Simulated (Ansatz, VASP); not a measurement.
# C (Diamond): VASP beside Ansatz, part 2 of 2

Aim: how closely do two programs agree when they are given the same cell, functional and k mesh? The cell is taken from a series of runs on this material, whose earlier steps may have relaxed, scaled, displaced or heated it; both programs get it as it stands.

VASP 6.6.1 and Ansatz 0.2.0.

So far: The structure; Ansatz: zone-centre phonons, LDA.

## (3) VASP: zone-centre phonons, LDA

Level of this step: LDA; plane waves and PAW (C) (VASP).

The same cell, functional (in two slightly different forms) and mesh now go to VASP, with its own data sets.

Lines of VASP's logs that name or quote its potential files are left out, and so is its time.

Contents of INCAR:

```
SYSTEM = C
PREC = Accurate
ENCUT = 600
EDIFF = 1E-08
NELM = 120
ISMEAR = 0
SIGMA = 0.01
LREAL = .FALSE.
ALGO = Normal
GGA = PW92
NBANDS = 10
LORBIT = 11
LWAVE = .FALSE.
LCHARG = .FALSE.
ISIF = 2
IBRION = 8
LEPSILON = .TRUE.
LASPH = .TRUE.
GGA_COMPAT = .FALSE.
EFERMI = MIDGAP
KPAR = 2
```

Contents of POSCAR:

```
C
1.0
    0.0000000000      1.7833537897      1.7833537897
    1.7833537897      0.0000000000      1.7833537897
    1.7833537897      1.7833537897      0.0000000000
C
2
Direct
    0.0000000000      0.0000000000      0.0000000000
    0.2500000000      0.2500000000      0.2500000000
```

Contents of KPOINTS:

```
Automatic mesh
0
Gamma
12 12 12
0 0 0
```

Potentials, in the order of the species: C (LDA family, release 64).

Started as:

```sh
mpirun -np 2 vasp_std
```

Numbers of over 12 decimals in the logs are rounded to 6 here.

Output:

```text
[banner, memory and clock lines left out]
running    2 mpi-ranks, on    1 nodes
 distrk:  each k-point on    1 cores,    2 groups
 distr:  one band on    1 cores,    1 groups

 POSCAR found type information on POSCAR C
 POSCAR found :  1 types and       2 ions
|                                                                             |
|               ----> ADVICE to this user running VASP <----                  |
|                                                                             |
|     You enforced a specific xc type in the INCAR file but a different       |
|     [... a line on the potential file left out ...]
|     I HOPE YOU KNOW WHAT YOU ARE DOING!                                     |
|                                                                             |

 LDA part: xc-table for (Slater(with rela. corr.)+PW92), standard interpolation
 POSCAR, INCAR and KPOINTS ok, starting setup
 FFT: planning ... GRIDC
 FFT: planning ... GRID_SOFT
 FFT: planning ... GRID
 WAVECAR not read
 entering main loop
       N       E                     dE             d eps       ncg     rms          rms(c)
DAV:   1     0.600320125996E+00    0.60032E+00   -0.53145E+03  1456   0.888E+02
DAV:   2    -0.206072523721E+02   -0.21208E+02   -0.20499E+02  1984   0.132E+02
DAV:   3    -0.210678503076E+02   -0.46060E+00   -0.45922E+00  1692   0.161E+01
DAV:   4    -0.210689514272E+02   -0.11011E-02   -0.11011E-02  1542   0.938E-01
DAV:   5    -0.210689531720E+02   -0.17448E-05   -0.17448E-05  1648   0.374E-02    0.566E+00
DAV:   6    -0.204746256506E+02    0.59433E+00   -0.33970E-01  1486   0.429E+00    0.328E+00
DAV:   7    -0.202668506490E+02    0.20778E+00   -0.40082E-01  1566   0.467E+00    0.706E-01
DAV:   8    -0.202666285526E+02    0.22210E-03   -0.87471E-03  1530   0.835E-01    0.256E-02
DAV:   9    -0.202666182724E+02    0.10280E-04   -0.31238E-05  1612   0.481E-02    0.191E-02
DAV:  10    -0.202666197179E+02   -0.14455E-05   -0.17233E-06  1582   0.118E-02    0.437E-03
DAV:  11    -0.202666196484E+02    0.69536E-07   -0.57515E-08  1660   0.198E-03    0.782E-04
DAV:  12    -0.202666196375E+02    0.10897E-07   -0.14961E-09   862   0.387E-04    0.133E-04
DAV:  13    -0.202666196353E+02    0.21892E-08   -0.94024E-11   758   0.103E-04
   1 F= -.20266620E+02 E0= -.20266620E+02  d E =0.000000E+00
 Linear response reoptimize wavefunctions to high precision
DAV:   1    -0.202666196348E+02    0.49977E-09   -0.39927E-12   822   0.214E-05
DAV:   2    -0.202666196348E+02   -0.18929E-10   -0.22650E-13   748   0.551E-06
 Linear response G [H, r] |phi>, progress :
  Direction:   1
       N       E                     dE             d eps       ncg     rms
RMM:   1    -0.331471782960E+02   -0.33147E+02   -0.10036E+01  3348   0.437E+01
RMM:   2    -0.323695778564E+02    0.77760E+00   -0.10406E+00  2279   0.885E+00
RMM:   3    -0.323799963590E+02   -0.10419E-01   -0.37724E-03  2400   0.551E-01
RMM:   4    -0.323800841712E+02   -0.87812E-04   -0.32312E-05  2508   0.446E-02
RMM:   5    -0.323800850514E+02   -0.88018E-06   -0.62790E-07  2499   0.459E-03
RMM:   6    -0.323800850779E+02   -0.26566E-07   -0.42065E-07  2356   0.913E-04
RMM:   7    -0.323800850826E+02   -0.47023E-08   -0.44197E-07  1912   0.554E-04
RMM:   8    -0.323800850867E+02   -0.40245E-08   -0.48126E-07  1808   0.524E-04
RMM:   9    -0.323800850853E+02    0.13454E-08    0.20138E-06  1698   0.522E-04
RMM:  10    -0.323800851001E+02   -0.14757E-07   -0.13670E-07  1404   0.521E-04
 Linear response G [H, r] |phi>, progress :
  Direction:   2
       N       E                     dE             d eps       ncg     rms
RMM:   1    -0.360364837986E+02   -0.36036E+02   -0.57384E+01  3366   0.419E+01
RMM:   2    -0.329194802533E+02    0.31170E+01   -0.71982E-01  2281   0.760E+00
RMM:   3    -0.329240874405E+02   -0.46072E-02   -0.31446E-03  2397   0.463E-01
RMM:   4    -0.329241095121E+02   -0.22072E-04   -0.29161E-05  2543   0.394E-02
RMM:   5    -0.329241095581E+02   -0.46008E-07   -0.75957E-07  2514   0.379E-03
RMM:   6    -0.329241095548E+02    0.33503E-08   -0.43832E-07  2372   0.759E-04
RMM:   7    -0.329241095530E+02    0.17723E-08   -0.40159E-07  1942   0.458E-04
RMM:   8    -0.329241095529E+02    0.14059E-09   -0.46702E-07  1839   0.438E-04
RMM:   9    -0.329241095464E+02    0.64165E-08   -0.17822E-06  1734   0.438E-04
RMM:  10    -0.329241095521E+02   -0.56715E-08   -0.31210E-07  1487   0.438E-04
 Linear response G [H, r] |phi>, progress :
  Direction:   3
       N       E                     dE             d eps       ncg     rms
RMM:   1    -0.209754335046E+02   -0.20975E+02    0.60126E+01  3197   0.407E+01
RMM:   2    -0.224111373442E+02   -0.14357E+01   -0.95313E-01  2260   0.803E+00
RMM:   3    -0.224155931874E+02   -0.44558E-02   -0.63053E-03  2405   0.517E-01
RMM:   4    -0.224155471472E+02    0.46040E-04   -0.76689E-05  2482   0.432E-02
RMM:   5    -0.224155456990E+02    0.14482E-05   -0.17714E-06  2412   0.437E-03
RMM:   6    -0.224155456101E+02    0.88872E-07    0.15349E-08  2256   0.682E-04
RMM:   7    -0.224155456121E+02   -0.19978E-08    0.53893E-07  1761   0.314E-04
RMM:   8    -0.224155455816E+02    0.30562E-07    0.29557E-06  1632   0.280E-04
RMM:   9    -0.224155455816E+02   -0.17174E-10   -0.11026E-07  1447   0.278E-04
RMM:  10    -0.224155455819E+02   -0.29937E-09   -0.76741E-08  1177   0.278E-04
[...]
RMM:   4    -0.188300485247E+00   -0.21543E-07   -0.16861E-08  2283   0.861E-04
RMM:   5    -0.188300485322E+00   -0.75832E-10   -0.55283E-10  1754   0.694E-05
 change of polarisation eV/A/(eV/A) component  1 :     0.377     0.168     0.048
 dielectric tensor                  component  1 :     7.008     2.683     0.772
 Linear response to external field (no local field effect), progress :
  Direction:   2
       N       E                     dE             d eps       ncg     rms          rms(c)
RMM:   1    -0.180959469613E+00   -0.18096E+00   -0.65060E-01  3163   0.231E+00
RMM:   2    -0.185417648543E+00   -0.44582E-02   -0.11524E-03  2305   0.290E-01
RMM:   3    -0.185422550072E+00   -0.49015E-05   -0.37928E-06  2337   0.124E-02
RMM:   4    -0.185422574491E+00   -0.24419E-07   -0.17468E-08  2294   0.915E-04
RMM:   5    -0.185422574614E+00   -0.12275E-09   -0.10232E-09  1758   0.675E-05
 change of polarisation eV/A/(eV/A) component  2 :     0.168     0.371    -0.063
 dielectric tensor                  component  2 :     2.683     6.916    -1.008
 Linear response to external field (no local field effect), progress :
  Direction:   3
       N       E                     dE             d eps       ncg     rms          rms(c)
RMM:   1    -0.921705290384E-01   -0.92171E-01   -0.32976E-01  3111   0.171E+00
RMM:   2    -0.946911234852E-01   -0.25206E-02   -0.58357E-04  2271   0.202E-01
RMM:   3    -0.946935610624E-01   -0.24376E-05   -0.17934E-06  2320   0.916E-03
RMM:   4    -0.946935711078E-01   -0.10045E-07   -0.72687E-09  2270   0.666E-04
RMM:   5    -0.946935711501E-01   -0.42260E-10   -0.20958E-10  1666   0.524E-05
 change of polarisation eV/A/(eV/A) component  3 :     0.048    -0.063     0.189
 dielectric tensor                  component  3 :     0.772    -1.008     4.021
 Linear response to external field, progress :
  Direction:   1
       N       E                     dE             d eps       ncg     rms          rms(c)
RMM:   1    -0.152307456779E+00   -0.15231E+00   -0.55245E-01  7135   0.210E+00
RMM:   2    -0.156134757902E+00   -0.38273E-02   -0.96978E-04  5166   0.260E-01    0.711E-01
RMM:   3    -0.153820606180E+00    0.23142E-02   -0.75856E-04  5136   0.212E-01    0.414E-01
RMM:   4    -0.159057624856E+00   -0.52370E-02   -0.11264E-03  5142   0.260E-01    0.321E-02
RMM:   5    -0.159454851480E+00   -0.39723E-03   -0.11679E-05  5265   0.268E-02    0.292E-03
RMM:   6    -0.159469445245E+00   -0.14594E-04   -0.39589E-08  5445   0.176E-03    0.156E-03
RMM:   7    -0.159473090879E+00   -0.36456E-05   -0.65224E-09  5456   0.765E-04    0.104E-04
RMM:   8    -0.159473710143E+00   -0.61926E-06   -0.25889E-10  4437   0.739E-05    0.269E-05
RMM:   9    -0.159473584258E+00    0.12589E-06   -0.17406E-10  2403   0.324E-05    0.216E-06
 change of polarisation eV/A/(eV/A) component  1 :     0.301     0.098     0.033
 dielectric tensor                  component  1 :     5.802     1.557     0.526
 Linear response to external field, progress :
  Direction:   2
       N       E                     dE             d eps       ncg     rms          rms(c)
RMM:   1    -0.152276845707E+00   -0.15228E+00   -0.55214E-01  7147   0.210E+00
RMM:   2    -0.156134714952E+00   -0.38579E-02   -0.97362E-04  5164   0.260E-01    0.711E-01
RMM:   3    -0.153821802578E+00    0.23129E-02   -0.76072E-04  5139   0.212E-01    0.414E-01
RMM:   4    -0.159057833850E+00   -0.52360E-02   -0.11290E-03  5137   0.261E-01    0.321E-02
RMM:   5    -0.159454670859E+00   -0.39684E-03   -0.11694E-05  5272   0.268E-02    0.292E-03
RMM:   6    -0.159469468317E+00   -0.14797E-04   -0.39913E-08  5451   0.176E-03    0.156E-03
RMM:   7    -0.159473103085E+00   -0.36348E-05   -0.72096E-09  5461   0.762E-04    0.105E-04
RMM:   8    -0.159473720285E+00   -0.61720E-06   -0.71013E-10  4448   0.715E-05    0.269E-05
RMM:   9    -0.159473594283E+00    0.12600E-06   -0.64979E-10  2375   0.293E-05    0.216E-06
 change of polarisation eV/A/(eV/A) component  2 :     0.080     0.301    -0.002
 dielectric tensor                  component  2 :     1.280     5.802    -0.029
 Linear response to external field, progress :
  Direction:   3
       N       E                     dE             d eps       ncg     rms          rms(c)
RMM:   1    -0.152279033143E+00   -0.15228E+00   -0.55216E-01  7146   0.210E+00
RMM:   2    -0.156134720588E+00   -0.38557E-02   -0.97314E-04  5164   0.260E-01    0.711E-01
RMM:   3    -0.153821874813E+00    0.23128E-02   -0.76115E-04  5138   0.212E-01    0.414E-01
RMM:   4    -0.159057815917E+00   -0.52359E-02   -0.11293E-03  5141   0.261E-01    0.321E-02
RMM:   5    -0.159454698440E+00   -0.39688E-03   -0.11699E-05  5267   0.268E-02    0.292E-03
RMM:   6    -0.159469463663E+00   -0.14765E-04   -0.39887E-08  5452   0.176E-03    0.156E-03
RMM:   7    -0.159473100545E+00   -0.36369E-05   -0.72047E-09  5448   0.762E-04    0.105E-04
RMM:   8    -0.159473720248E+00   -0.61970E-06   -0.70192E-10  4448   0.715E-05    0.269E-05
RMM:   9    -0.159473594197E+00    0.12605E-06   -0.64730E-10  2375   0.292E-05    0.216E-06
 change of polarisation eV/A/(eV/A) component  3 :     0.013     0.062     0.301
 dielectric tensor                  component  3 :     0.206     0.992     5.802
 Linear response DOF=           1
 Linear response progress:
  Degree of freedom:   1/  1
       N       E                     dE             d eps       ncg     rms          rms(c)
RMM:   1    -0.119024715642E+00   -0.11902E+00   -0.17102E-02 13340   0.207E+00
RMM:   2    -0.110104373876E+00    0.89203E-02   -0.36585E-03  8531   0.397E-01    0.182E-01
RMM:   3    -0.110163758870E+00   -0.59385E-04   -0.34396E-04  8451   0.106E-01    0.997E-02
RMM:   4    -0.110920800770E+00   -0.75704E-03   -0.34569E-04  8339   0.110E-01    0.131E-02
RMM:   5    -0.110864626362E+00    0.56174E-04   -0.21746E-05  9066   0.131E-02    0.956E-04
RMM:   6    -0.110861993559E+00    0.26328E-05   -0.17201E-06  9080   0.792E-04    0.419E-04
RMM:   7    -0.110859363408E+00    0.26302E-05   -0.36208E-07  9324   0.356E-04    0.620E-05
RMM:   8    -0.110859284025E+00    0.79383E-07    0.15589E-08  9460   0.687E-05    0.944E-06
RMM:   9    -0.110859170620E+00    0.11340E-06    0.33794E-08  9654   0.432E-05    0.145E-06
RMM:  10    -0.110859168208E+00    0.24117E-08    0.32078E-08  7891   0.328E-05    0.140E-07
 first order change of Fermi-energy  -0.50950E+01
 force on displaced ion       1 direction 1 : -36.604   0.000   0.000
 Born effective charge ion    1 direction 1 :   0.000   0.000   0.000
 Born effective charges drift removed
 Linear response finished
```

Parts of OUTCAR (step 3):

```text
ion  position               nearest neighbor table
   1  0.000  0.000  0.000-   2 1.54   2 1.54   2 1.54   2 1.54
   2  0.250  0.250  0.250-   1 1.54   1 1.54   1 1.54   1 1.54

  LATTYP: Found a face centered cubic cell.
 ALAT       =     3.5667075794

 Subroutine GETGRP returns: Found 48 space group operations
 (whereof 24 operations were pure point group operations)

The static configuration has the point symmetry T_d .
 The point group associated with its full space group is O_h .

 Found     72 irreducible k-points:

   k-points           NKPTS =     72   k-points in BZ     NKDIM =     72   number of bands    NBANDS=     10

   dimension x,y,z NGX =    20 NGY =   20 NGZ =   20
   dimension x,y,z NGXF=    40 NGYF=   40 NGZF=   40

   ENCUT  =  600.0 eV  44.10 Ry    6.64 a.u.   5.04  5.04  5.04*2*pi/ulx,y,z

   NELECT =       8.0000    total number of electrons

 k-points in reciprocal lattice and weights: Automatic mesh
   0.00000000  0.00000000  0.00000000       0.001
   0.08333333  0.00000000  0.00000000       0.005
   0.16666667  0.00000000  0.00000000       0.005
   0.25000000  0.00000000  0.00000000       0.005
   0.33333333  0.00000000  0.00000000       0.005
   0.41666667  0.00000000  0.00000000       0.005
   0.50000000  0.00000000  0.00000000       0.002
   0.08333333  0.08333333  0.00000000       0.003
   0.16666667  0.08333333  0.00000000       0.014
[...]
-0.33333333  0.50000000  0.16666667       0.007
  -0.25000000  0.50000000  0.25000000       0.003

 average (electrostatic) potential at core
       1 -49.5214       2 -49.5214

  Total       -0.9270151     -0.9270151     -0.9270151      0.0000000     -0.0000000     -0.0000000
  in kB     -130.9347282   -130.9347282   -130.9347282      0.0000000     -0.0000000     -0.0000000
  external PRESSURE =    -130.9347282 kB  Pullay stress =       0.0000000 kB

  energy-cutoff  :      600.00
  volume of cell :       11.34
      direct lattice vectors                 reciprocal lattice vectors
     0.000000000  1.783353790  1.783353790    -0.280370616  0.280370616  0.280370616
     1.783353790  0.000000000  1.783353790     0.280370616 -0.280370616  0.280370616
     1.783353790  1.783353790  0.000000000     0.280370616  0.280370616 -0.280370616

 POSITION                                       TOTAL-FORCE (eV/Angst)
 -----------------------------------------------------------------------------------
      0.00000      0.00000      0.00000         0.000000      0.000000      0.000000
      0.89168      0.89168      0.89168        -0.000000     -0.000000     -0.000000
 -----------------------------------------------------------------------------------
    total drift:                                0.000000      0.000000      0.000000

 MACROSCOPIC STATIC DIELECTRIC TENSOR (including local field effects in DFT)
 ------------------------------------------------------
           5.802202    -0.000000     0.000000
          -0.000000     5.802202     0.000000
          -0.000000    -0.000000     5.802202
 ------------------------------------------------------

 PIEZOELECTRIC TENSOR (including local field effects)  for field in x, y, z        (C/m^2)
          XX          YY          ZZ          XY          YZ          ZX
  --------------------------------------------------------------------------------
  x     0.00000     0.00000    -0.00000     0.00000    -0.00000     0.00000
  y     0.00000    -0.00000     0.00000     0.00000     0.00000     0.00000
  z    -0.00000     0.00000     0.00000    -0.00000     0.00000     0.00000

 BORN EFFECTIVE CHARGES (including local field effects) (in |e|, cummulative output)
 ---------------------------------------------------------------------------------
 ion    1
    1     0.00000     0.00000     0.00000
    2     0.00000     0.00000    -0.00000
    3     0.00000     0.00000     0.00000
 ion    2
    1     0.00000     0.00000    -0.00000
    2     0.00000     0.00000     0.00000
    3    -0.00000     0.00000     0.00000

 Eigenvectors and eigenvalues of the dynamical matrix
 ----------------------------------------------------

   1 f  =   38.595731 THz   242.504130 2PiTHz 1287.415009 cm-1   159.619046 meV
             X         Y         Z           dx          dy          dz
      0.000000  0.000000  0.000000     0.707107    0.000000    0.000000
      0.891677  0.891677  0.891677    -0.707107    0.000000    0.000000

   2 f  =   38.595731 THz   242.504130 2PiTHz 1287.415009 cm-1   159.619046 meV
             X         Y         Z           dx          dy          dz
      0.000000  0.000000  0.000000     0.000000    0.366685    0.604601
      0.891677  0.891677  0.891677     0.000000   -0.366685   -0.604601

   3 f  =   38.595731 THz   242.504130 2PiTHz 1287.415009 cm-1   159.619046 meV
             X         Y         Z           dx          dy          dz
      0.000000  0.000000  0.000000     0.000000   -0.604601    0.366685
      0.891677  0.891677  0.891677     0.000000    0.604601   -0.366685

   4 f  =    0.000000 THz     0.000001 2PiTHz    0.000007 cm-1     0.000001 meV
             X         Y         Z           dx          dy          dz
      0.000000  0.000000  0.000000     0.000000   -0.653281    0.270598
      0.891677  0.891677  0.891677     0.000000   -0.653281    0.270598

   5 f  =    0.000000 THz     0.000000 2PiTHz    0.000000 cm-1     0.000000 meV
             X         Y         Z           dx          dy          dz
      0.000000  0.000000  0.000000     0.707107    0.000000    0.000000
      0.891677  0.891677  0.891677     0.707107    0.000000    0.000000

   6 f/i=    0.000001 THz     0.000003 2PiTHz    0.000017 cm-1     0.000002 meV
             X         Y         Z           dx          dy          dz
      0.000000  0.000000  0.000000     0.000000    0.270598    0.653281
      0.891677  0.891677  0.891677     0.000000    0.270598    0.653281

 MACROSCOPIC STATIC DIELECTRIC TENSOR IONIC CONTRIBUTION
 ------------------------------------------------------
           0.000000    -0.000000     0.000000
          -0.000000     0.000000     0.000000
           0.000000     0.000000     0.000000
 ------------------------------------------------------

 ELASTIC MODULI CONTR FROM IONIC RELAXATION (kBar)
 Direction    XX          YY          ZZ          XY          YZ          ZX
 --------------------------------------------------------------------------------
 XX          -0.0000      0.0000      0.0000      0.0000     -0.0000     -0.0000
 YY           0.0000     -0.0000      0.0000      0.0000      0.0000      0.0000
 ZZ           0.0000      0.0000     -0.0000     -0.0000      0.0000     -0.0000
 XY           0.0000      0.0000     -0.0000    -24.2943      0.0000      0.0000
 YZ          -0.0000      0.0000      0.0000      0.0000    -24.2943      0.0000
 ZX          -0.0000      0.0000     -0.0000      0.0000      0.0000    -24.2943
 --------------------------------------------------------------------------------

 PIEZOELECTRIC TENSOR IONIC CONTR  for field in x, y, z        (C/m^2)
          XX          YY          ZZ          XY          YZ          ZX
  --------------------------------------------------------------------------------
  x    -0.00000    -0.00000     0.00000     0.00000     0.00000     0.00000
  y     0.00000     0.00000    -0.00000    -0.00000     0.00000     0.00000
  z     0.00000    -0.00000    -0.00000     0.00000     0.00000     0.00000
```

## (4) Comparison

Known differences besides the potentials themselves: fixed occupations in Ansatz, narrow Gaussian smearing in VASP; VASP's run holds the zone centre alone; VASP's response is taken on the typed mesh, Ansatz refines its own for the field response alone; the cutoff is 420 eV in Ansatz and 600 eV in VASP; VASP's log shows a relativistic correction to its local exchange, Ansatz's none. Total energies have different zeros and are not compared.

Both answers:

```csv
quantity,Ansatz,VASP,difference
ε∞ xx,5.81,5.80,+0.11 %
ε∞ yy,5.81,5.80,+0.11 %
ε∞ zz,5.81,5.80,+0.11 %
Born charge of C1 (mean of the diagonal) (e),0.00,0.00,0.00
optical mode 1 to 3 (cm⁻¹),1284.2,1287.4,-0.25 %
```

Modes are paired by rising frequency, not by their patterns, so a pair may set unlike modes beside each other; they are those without the splitting of longitudinal modes.

## (5) What came out

* r.m.s. difference of the optical zone-centre modes, each program's sorted by frequency (zone-centre phonons, LDA): 3.2 cm⁻¹

**Reading.** The r.m.s. difference of the optical zone-centre modes, each program's sorted by frequency is 3.2 cm⁻¹ (zone-centre phonons, LDA). Such differences can come from data sets, numerical settings and the points named under the comparisons, not from the functional's error against experiment.

[Lines on the potential files, build, host, timing and source positions are cut from VASP's logs without a mark.]

[Logs are printed without paths, hosts, clocks, repeated set-up lines and the standing remarks that a program may print on its own settings, such as how far it seeks lower states.]

[Hosts, paths, dates, database ids (printed as entryN), source tags and the programs' standing remarks are cut or masked in the printed files.]
